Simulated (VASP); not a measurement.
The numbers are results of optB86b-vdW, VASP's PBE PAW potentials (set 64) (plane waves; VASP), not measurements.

VASP input:

KPOINTS:
```
Automatic mesh
0
Gamma
10 10 10
0 0 0
```

**POSCAR**
```
Ni3Fe
1
    3.5122080685     0.0000000000     0.0000000000
    0.0000000000     3.5122080685     0.0000000000
   -0.0000000000    -0.0000000000     3.5122080685
Fe Ni
1 3
Direct
  0.0000000000   0.0000000000   0.0000000000
  0.0000000000   0.5000000000   0.5000000000
  0.5000000000   0.0000000000   0.5000000000
  0.5000000000   0.5000000000   0.0000000000
```

INCAR:
```
SYSTEM=Ni3Fe
PREC=Accurate; ENCUT=520; LREAL=.FALSE.
LASPH=.TRUE.
EDIFF=1E-7; NELM=100; ALGO=Normal
LMAXMIX=4
ISMEAR=-5
GGA=MK; LUSE_VDW=.TRUE.; AGGAC=0.0
PARAM1=0.1234; PARAM2=1.0
MAGMOM=2.8 3*0.6
ISPIN=2
ISIF=2
LWAVE=.FALSE.; LCHARG=.TRUE.; LORBIT=11
NEDOS=601
LEFG=.TRUE.
```

POTCAR, in this order: Fe Ni (PBE.64 set). Program: vasp_std.

**Question.** Estimate the energy per atom (σ→0), cell moment, band gap (on the k-mesh).

**Answer.** 
```yaml
energy per atom (σ→0): -3733 meV/atom
cell_moment: 4.60 μB
band gap (on the k-mesh): none (metal, semimetal or under 0.01 eV)
```

### OSZICAR
```
...
DAV:  15    -0.149339188341E+02   -0.26478E-04   -0.11256E-04  6735   0.288E-01    0.298E-02
DAV:  16    -0.149339220759E+02   -0.32418E-05   -0.16822E-05  6963   0.498E-02    0.338E-02
DAV:  17    -0.149339353381E+02   -0.13262E-04   -0.65523E-06  7229   0.713E-02    0.468E-03
DAV:  18    -0.149339362733E+02   -0.93519E-06   -0.14904E-06  6284   0.125E-02    0.240E-03
DAV:  19    -0.149339375715E+02   -0.12981E-05   -0.67606E-08  3090   0.560E-03    0.867E-04
DAV:  20    -0.149339373522E+02    0.21928E-06   -0.48322E-08  3007   0.340E-03    0.331E-04
DAV:  21    -0.149339374444E+02   -0.92265E-07   -0.84116E-09  3025   0.126E-03
   1 F= -.14933937E+02 E0= -.14933937E+02  d E =0.000000E+00  mag=     4.6006
```

The compound is Ni3Fe in the L1_2 structure. It was relaxed first.
